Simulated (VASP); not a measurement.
NbAl2N3:

```
Al Nb N
1.0
     3.21591   -3.04768    0.00000
     3.21591    3.04768    0.00000
    -1.15124    0.00000    4.14254
Al Nb N
2 1 3
Direct
  0.00000 0.50000 0.50000
  0.50000 0.00000 0.50000
  0.00000 0.00000 0.00000
  0.00000 0.50000 0.00000
  0.50000 0.00000 0.00000
  0.50000 0.50000 0.00000
```

The cell was built by a generator and needn't be a form met in nature.

```yaml
Program: VASP 6.6.1
Task: relaxation of cell and atoms
Functional: PBE
Potentials_or_basis: VASP PAW PBE potentials, release 64 (Al, Nb_sv, N)
Cutoff: 520 eV
k_mesh: 3 × 3 × 4
Occupations: gaussian, width 0.15 eV
Spin: no spin polarisation
```

At the start: pressure -15.1 GPa; volume 13.53 Å³/atom.

Task: How do energy, volume and symmetry change on relaxing?

Result: Over 23 steps the energy falls by 147.2 meV/atom and the volume is 11.92 Å³/atom (-11.9 %); space group C2/m (No. 12, to 0.05 Å).

Step by step:
```tsv
step	energy change (eV)	largest force (eV/Å)	pressure (GPa)	volume (Å³)
1	0.0000	0.0000	-15.07	81.20
2	-0.3502	0.0000	14.62	67.11
3	-0.5418	0.0000	1.26	71.84
4	-0.6211	0.0000	0.82	71.83
5	-0.6646	0.0000	0.80	71.71
6	-0.6715	0.0000	-1.24	72.46
7	-0.6716	0.0000	-1.13	72.51
8	-0.6791	0.0000	-1.21	72.29
9	-0.7070	0.0000	-0.15	71.61
10	-0.7780	0.0000	3.36	70.12
11	-0.0363	0.0000	21.30	66.67
12	-0.7787	0.0000	3.66	70.04
13	-0.7788	0.0000	4.03	69.92
14	-0.7799	0.0000	4.14	69.90
15	-0.7814	0.0000	4.39	69.85
16	-0.7838	0.0000	4.28	69.90
17	-0.7903	0.0000	3.81	70.06
18	-0.8019	0.0000	3.16	70.37
19	-0.8199	0.0000	1.54	70.99
20	-0.8352	0.0000	-1.61	72.24
21	-0.8418	0.0000	-1.48	72.17
22	-0.8591	0.0000	-1.10	71.96
23	-0.8830	0.0000	-0.15	71.51
```

Final structure:
```cif
data_structure
_symmetry_space_group_name_H-M 'P 1'
_symmetry_Int_Tables_number 1
_cell_length_a 4.3617
_cell_length_b 4.3617
_cell_length_c 3.7632
_cell_angle_alpha 91.849
_cell_angle_beta 91.849
_cell_angle_gamma 89.336
_cell_volume 71.51
loop_
_atom_site_label
_atom_site_type_symbol
_atom_site_fract_x
_atom_site_fract_y
_atom_site_fract_z
_atom_site_occupancy
Al1 Al 0.00000 0.50000 0.50000 1
Al2 Al 0.50000 0.00000 0.50000 1
Nb1 Nb 0.00000 0.00000 0.00000 1
N1 N 0.00000 0.50000 0.00000 1
N2 N 0.50000 0.00000 0.00000 1
N3 N 0.50000 0.50000 0.00000 1
```

Caveat: the k mesh is coarse (spacing up to 0.48 Å⁻¹), so the values aren't converged.
